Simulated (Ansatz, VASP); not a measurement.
# Two plane-wave programs on CsPt

```
CELL_PARAMETERS angstrom
0.00000 3.50586 3.50586
3.50586 0.00000 3.50586
3.50586 3.50586 0.00000
ATOMIC_POSITIONS crystal
Cs 0.00000 0.00000 0.00000
Pt 0.25000 0.25000 0.25000
```

Change from the starting cell: species swapped into the MnSe type (F-43m, No. 216).

Alike in both runs: task single point; functional PBE; k mesh 4 × 4 × 4; occupations gaussian, width 0.1 eV; no spin polarisation.

|  | VASP | Ansatz |
| --- | --- | --- |
| version | VASP 6.6.1 | Ansatz 0.2.0 |
| potentials or method | VASP PAW PBE potentials, release 64 (Cs_sv, Pt) | scalar-relativistic, plane waves, PAW |
| plane-wave cutoff (eV) | 520 | 420 |
| valence electrons in the cell | 19 | 27 |

```csv
,VASP,Ansatz,Ansatz less VASP
gap on the k mesh at the Fermi level (eV),none,none,-
pressure (GPa),0.9,0.5,-0.38
```

A gap of «none» marks a metal or a gap that the smearing closes. The functional is the same, so the differences come from potentials, cutoffs and numerics. The two sets of potentials don't hold the same shells in valence.

Caveats: the k mesh is coarse (spacing up to 0.39 Å⁻¹), so the values aren't converged. The runs have no spin-orbit coupling, so splittings on Cs, Pt are missing.
